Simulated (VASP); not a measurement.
Computed with LDA (Ceperley-Alder, Perdew-Zunger), VASP's LDA PAW potentials (set 64) (plane waves; VASP).

VASP input:

File POSCAR:
```
MnB
1
    5.5631820000     0.0000000000     0.0000000000
    0.0000000000     2.9768500000     0.0000000000
    0.0000000000     0.0000000000     4.1472430000
Mn B
4 4
Direct
  0.1758800000   0.2500000000   0.1208300000
  0.3241200000   0.7500000000   0.6208300000
  0.6758800000   0.2500000000   0.3791700000
  0.8241200000   0.7500000000   0.8791700000
  0.0341000000   0.2500000000   0.6128000000
  0.4659000000   0.7500000000   0.1128000000
  0.5341000000   0.2500000000   0.8872000000
  0.9659000000   0.7500000000   0.3872000000
```

### INCAR
```
ALGO = Normal
EDIFF = 1E-6
ENCUT = 400
ISIF = 2
ISMEAR = 0
ISPIN = 2
LASPH = T
LCHARG = F
LMAXMIX = 4
LORBIT = 11
LREAL = F
LWAVE = F
MAGMOM = 4.0 4.0 4.0 4.0 0.0 0.0 0.0 0.0
NELM = 100
PREC = Accurate
SIGMA = 0.1
SYSTEM = MnB
```

### KPOINTS
```
Automatic mesh
0
gamma
3 5 4
0 0 0
```

POTCAR, in this order: Mn_pv B (LDA.64 set). Program: vasp_std.

Output

**OSZICAR**
```
       N       E                     dE             d eps       ncg     rms          rms(c)
DAV:   1     0.692047064085E+03    0.69205E+03   -0.29347E+04  3368   0.150E+03
DAV:   2    -0.304028822772E+02   -0.72245E+03   -0.68259E+03  3312   0.471E+02
DAV:   3    -0.850487726667E+02   -0.54646E+02   -0.52925E+02  3630   0.142E+02
DAV:   4    -0.865016986838E+02   -0.14529E+01   -0.14435E+01  3788   0.225E+01
DAV:   5    -0.865276581929E+02   -0.25960E-01   -0.25947E-01  3754   0.309E+00    0.475E+01
DAV:   6    -0.799878983224E+02    0.65398E+01   -0.12395E+02  3800   0.913E+01    0.300E+01
DAV:   7    -0.739964383333E+02    0.59915E+01   -0.41239E+01  3552   0.556E+01    0.959E+00
DAV:   8    -0.739317489112E+02    0.64689E-01   -0.21821E+00  3652   0.727E+00    0.337E+00
DAV:   9    -0.738628006339E+02    0.68948E-01   -0.18756E-01  4060   0.329E+00    0.136E+00
DAV:  10    -0.738597173542E+02    0.30833E-02   -0.25826E-02  3546   0.112E+00    0.590E-01
DAV:  11    -0.738591619147E+02    0.55544E-03   -0.27629E-03  3886   0.380E-01    0.168E-01
DAV:  12    -0.738592001512E+02   -0.38236E-04   -0.36778E-04  3636   0.157E-01    0.589E-02
DAV:  13    -0.738592025952E+02   -0.24440E-05   -0.34288E-05  3718   0.346E-02    0.218E-02
DAV:  14    -0.738592017329E+02    0.86228E-06   -0.23476E-06  2736   0.102E-02
   1 F= -.73859202E+02 E0= -.73847449E+02  d E =-.235062E-01  mag=     7.3466
```

**OUTCAR**
```
------------------------ aborting loop because EDIFF is reached ----------------------------------------
  FORCE on cell =-STRESS in cart. coord.  units (eV):
  Direction    XX          YY          ZZ          XY          YZ          ZX
  --------------------------------------------------------------------------------------
  Total      -11.6929217     -8.2127051    -10.0160017      0.0000000     -0.0000000      0.0000000
  in kB     -272.7683150   -191.5830616   -233.6497230      0.0000000     -0.0000000      0.0000000
  external PRESSURE =    -232.6670332 kB  Pullay stress =       0.0000000 kB
  volume of cell :       68.68
      direct lattice vectors                 reciprocal lattice vectors
     5.563182000  0.000000000  0.000000000     0.179753242  0.000000000  0.000000000
     0.000000000  2.976850000  0.000000000     0.000000000  0.335925559  0.000000000
     0.000000000  0.000000000  4.147243000     0.000000000  0.000000000  0.241124043
 POSITION                                       TOTAL-FORCE (eV/Angst)
 -----------------------------------------------------------------------------------
      0.97845      0.74421      0.50111         0.058176     -0.000000      0.117786
      1.80314      2.23264      2.57473        -0.058176     -0.000000      0.117786
      3.76004      0.74421      1.57251         0.058176      0.000000     -0.117786
      4.58473      2.23264      3.64613        -0.058176      0.000000     -0.117786
      0.18970      0.74421      2.54143        -0.042644     -0.000000      0.074192
      2.59189      2.23264      0.46781         0.042644      0.000000      0.074192
      2.97130      0.74421      3.67943        -0.042644     -0.000000     -0.074192
      5.37348      2.23264      1.60581         0.042644      0.000000     -0.074192
 -----------------------------------------------------------------------------------
    total drift:                                0.000000      0.000000     -0.000000
  FREE ENERGIE OF THE ION-ELECTRON SYSTEM (eV)
  ---------------------------------------------------
  free  energy   TOTEN  =       -73.8592017329 eV

  energy  without entropy=      -73.8356955477  energy(sigma->0) =      -73.84744864

 total charge

# of ion       s       p       d       tot
------------------------------------------
    1        0.328   6.394   5.226  11.947
    2        0.328   6.394   5.226  11.947
    3        0.328   6.394   5.226  11.947
    4        0.328   6.394   5.226  11.947
    5        0.680   1.233   0.000   1.912
    6        0.680   1.233   0.000   1.912
    7        0.680   1.233   0.000   1.912
    8        0.680   1.233   0.000   1.912
--------------------------------------------------
tot          4.029  30.506  20.902  55.437

 magnetization (x)

# of ion       s       p       d       tot
------------------------------------------
    1        0.003   0.003   1.876   1.883
    2        0.003   0.003   1.876   1.883
    3        0.003   0.003   1.876   1.883
    4        0.003   0.003   1.876   1.883
    5       -0.015  -0.053   0.000  -0.067
    6       -0.015  -0.053   0.000  -0.067
    7       -0.015  -0.053   0.000  -0.067
    8       -0.015  -0.053   0.000  -0.067
--------------------------------------------------
tot         -0.046  -0.197   7.504   7.261
```
(Selected blocks of OUTCAR.)

**OUTCAR**
```
 val. band max:        9.5505870334   @ k =   0.3333   0.0000   0.2500

 cond. band min:       9.5573878191   @ k =   0.3333   0.0000   0.0000


 Fermi energy:         9.5533867959

 spin component 1

 k-point     1 :       0.0000    0.0000    0.0000
  band No.  band energies     occupation
      1     -39.0805      1.00000
      2     -39.0772      1.00000
      3     -39.0095      1.00000
      4     -38.9941      1.00000
      5     -38.9935      1.00000
      6     -38.9011      1.00000
      7     -38.8438      1.00000
      8     -38.8418      1.00000
      9     -38.8216      1.00000
     10     -38.8029      1.00000
     11     -38.7652      1.00000
     12     -38.7587      1.00000
     13      -3.4300      1.00000
     14      -1.0348      1.00000
     15       1.9996      1.00000
     16       2.9478      1.00000
     17       4.3757      1.00000
     18       4.7493      1.00000
     19       4.9381      1.00000
     20       4.9871      1.00000
     21       5.6001      1.00000
     22       6.5853      1.00000
     23       6.9116      1.00000
     24       7.0814      1.00000
     25       7.1163      1.00000
     26       7.2876      1.00000
     27       7.4009      1.00000
     28       7.8988      1.00000
     29       8.0036      1.00000
     30       8.0146      1.00000
     31       8.0916      1.00000
     32       8.3784      1.00000
     33       8.6401      1.00000
     34       8.6895      1.00000
     35       9.0596      1.00000
     36       9.7430      0.00366
     37       9.7758      0.00083
     38       9.8161      0.00010
     39      12.1655      0.00000
     40      12.6194      0.00000
     41      12.7009      0.00000
     42      13.0732      0.00000
     43      14.8068      0.00000
     44      15.2463      0.00000
     45      17.0133      0.00000
     46      18.2146      0.00000

 k-point     2 :       0.3333    0.0000    0.0000
  band No.  band energies     occupation
...
```

At this cut-off the stress carries a Pulay error, which pulls relaxed volumes low. The moments were started parallel, and other spin orders were not tried in this run.

The structure comes from a measured MnB entry of the Crystallography Open Database, whose conditions weren't checked. The cell was not relaxed at this level. The k-mesh is coarse (spacing up to 0.42 per Å, 2π included), so the numbers may not be converged in it. The run is one of a series of settings (GGA removed, POTCAR Mn_pv B (LDA.64 set) against the base run), some of them coarse on purpose.
